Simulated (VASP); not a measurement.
The system is CuAu.

```
Cu Au
1.0
     1.44306    0.83315    4.25617
    -1.44306    0.83315    4.25617
     0.00000   -1.66630    4.25617
Cu Au
1 1
Direct
  0.50000 0.50000 0.50000
  0.00000 0.00000 0.00000
```

The cell comes from a database or a generator and needn't be the stable form of this composition.

- Program: VASP 6.6.1
- Task: relaxation of cell and atoms
- Functional: LDA
- Potentials or basis: VASP PAW LDA potentials, release 64 (Cu, Au)
- Cutoff: 600 eV
- k mesh: 9 × 9 × 9
- Occupations: fermi-dirac, width 0.05 eV
- Spin: no spin polarisation

At the start: pressure -12.3 GPa; volume 15.35 Å³/atom.

Task: Where does the relaxation end?

Result: Over 4 steps the energy falls by 53.1 meV/atom and the volume is 14.09 Å³/atom (-8.2 %); space group R-3m (No. 166, to 0.05 Å).

Step by step:
```csv
step,energy change (eV),largest force (eV/Å),pressure (GPa),volume (Å³)
1,0.0000,0.0000,-12.34,30.70
2,0.0421,0.0000,21.63,25.74
3,-0.1062,0.0000,-0.29,28.23
4,-0.1062,0.0000,-0.08,28.18
```

Final structure:
```
CELL_PARAMETERS angstrom
1.40242 0.80968 4.13630
-1.40242 0.80968 4.13630
0.00000 -1.61937 4.13630
ATOMIC_POSITIONS crystal
Cu 0.50000 0.50000 0.50000
Au 0.00000 0.00000 0.00000
```
